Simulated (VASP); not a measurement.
InAs:

```
In As
1.0
     0.00000    3.01800    3.01800
     3.01800    0.00000    3.01800
     3.01800    3.01800    0.00000
In As
1 1
Direct
  0.00000 0.00000 0.00000
  0.25000 0.25000 0.25000
```

* Program: VASP 6.6.1
* Task: relaxation of cell and atoms
* Functional: PBE
* Potentials or basis: VASP PAW PBE potentials, release 64 (In_d, As)
* Cutoff: 520 eV
* k mesh: 10 × 10 × 10
* Occupations: gaussian, width 0.02 eV
* Spin: non-collinear spin, zero start, spin-orbit coupling
* Starting moments: [[0.0, 0.0, 0.0], [0.0, 0.0, 0.0]] μB

At the start: pressure 4.3 GPa; volume 27.49 Å³/atom.

**Question.** How do energy, volume and symmetry change on relaxing?

**Answer.** Over 6 steps the energy falls by 26.6 meV/atom and the volume is 29.62 Å³/atom (+7.7 %); space group F-43m (No. 216, to 0.05 Å); moment 0.00 μB per cell.

The path:
```csv
step,energy change (eV),largest force (eV/Å),pressure (GPa),volume (Å³)
1,0.0000,0.0000,4.32,54.98
2,-0.0449,0.0000,-1.39,61.09
3,-0.0533,0.0000,0.02,59.22
4,-0.0533,0.0000,-0.06,59.30
5,-0.0533,0.0000,0.01,59.22
6,-0.0533,0.0000,0.00,59.23
```

Final structure:
```
In As
1.0
     0.00000    3.09388    3.09388
     3.09388    0.00000    3.09388
     3.09388    3.09388    0.00000
In As
1 1
Direct
  0.00000 0.00000 0.00000
  0.25000 0.25000 0.25000
```
